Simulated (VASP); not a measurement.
```
CELL_PARAMETERS angstrom
      4.57742     0.00000     0.00000
     -2.28871     3.96416     0.00000
      0.00000     0.00000     2.74203
ATOMIC_POSITIONS crystal
  Pt 0.00000 0.00000 0.00000
  Ge 0.33333 0.66667 0.50000
  Ge 0.66667 0.33333 0.50000
```

Method: PBEsol GGA, VASP's PBE PAW potentials (set 64) (plane waves; VASP). Numerical set-up: 400 eV cut-off, Gaussian smearing of 0.050 eV, potentials Pt Ge_d.

Unless said otherwise, spin-orbit coupling is left out, though it shifts the bands of the heavy elements here.

Question: What does the run give for the band gap (along the path) with the smallest direct gap where there is one?

Answer: 
```yaml
band gap (along the path): none (metal, semimetal or under 0.01 eV)
```

The absolute energy has meaning only against runs of the same code, potentials and settings.

The structure was generated: Ge2Pt was put into the AlB2 type (P6/mmm), which need not be its known phase. It was relaxed first, which changed the volume by -41 %.
